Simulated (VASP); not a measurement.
```
EuO
1.0
    0.00000     2.44067     2.44067
    2.44067     0.00000     2.44067
    2.44067     2.44067     0.00000
Eu O
1 1
Direct
  0.00000   0.00000   0.00000
  0.50000   0.50000   0.50000
```

Level of theory: PBE GGA with D3 dispersion (zero damping), VASP's PBE PAW potentials (set 64) (plane waves; VASP). Numerical set-up: 520 eV cut-off, 9×9×9 Γ-centred mesh, Gaussian smearing of 0.050 eV, potentials Eu_2 O.

The 4f electrons are frozen in the core of the lanthanide potential, so 4f levels, which can set the real gap, and their magnetism are missing.

Q: Estimate the energy per atom (σ→0), pressure.

A: 
```json
{
 "energy per atom (σ→0)": "-659.8 kJ/mol of atoms",
 "pressure": "3.93 GPa"
}
```

The compound is EuO in the rock salt structure. This cell is one point of a volume scan, at 0.97 of the reference volume.
